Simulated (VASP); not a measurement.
A run of VASP 6.6.1 is set up as follows.

The input INCAR:

```
SYSTEM = ZnH
ALGO     = Fast           ! electronic algorithm
EDIFF    = 1E-7           ! SCF threshold, eV
EDIFFG   = -0.01          ! ionic threshold
ENCUT    = 600            ! plane-wave cutoff, eV
IBRION   = 2              ! ionic algorithm
ISIF     = 3              ! what is computed and relaxed
ISMEAR   = -1             ! smearing method
LASPH    = .True.         ! aspherical terms in the spheres
LCHARG   = .False.        ! write CHGCAR
LREAL    = .False.        ! projectors in reciprocal space
LWAVE    = .False.        ! write WAVECAR
NELM     = 100            ! most SCF steps
NSW      = 40             ! ionic steps
PREC     = Accurate       ! precision mode
PSTRESS  = 0            
SIGMA    = 0.05           ! smearing width, eV
```

KPOINTS

```
k-points
0
Gamma
  10 10 10
  0 0 0
```

POSCAR

```
ZnH
1.0
    0.0000000000      2.3347076100      2.3347076100
    2.3347076100      0.0000000000      2.3347076100
    2.3347076100      2.3347076100      0.0000000000
Zn H
1 1
Direct
    0.0000000000      0.0000000000      0.0000000000
    0.2500000000      0.2500000000      0.2500000000
```

Potentials or basis: VASP PAW LDA potentials, release 64 (Zn, H).

The run is started by

```bash
$ cat potpaw_LDA.64/Zn/POTCAR potpaw_LDA.64/H/POTCAR > POTCAR
$ mpirun -np 1 vasp_std > vasp.out
```

Problem. Estimate the space group after relaxing (to 0.05 Å).

Solution. F-43m (No. 216).

Problem. Predict the band gap on the k mesh.

Solution. None (metal or under the smearing width).

Problem. What does it give for the relaxed cell?

Solution. a = 3.036 Å, b = 3.036 Å, c = 3.036 Å, α = 60.00°, β = 60.00°, γ = 60.00°.

Step by step:
```tsv
step	energy change (eV)	largest force (eV/Å)	pressure (GPa)	volume (Å³)
1	0.0000	0.0000	-9.59	25.45
2	-0.1412	0.0000	-6.84	22.75
3	-0.2097	0.0000	-1.46	20.22
4	-0.2115	0.0000	0.40	19.66
5	-0.2117	0.0000	0.08	19.78
```

Caveat: the volume moved by over 15 % at a fixed basis, so the end points are rough.
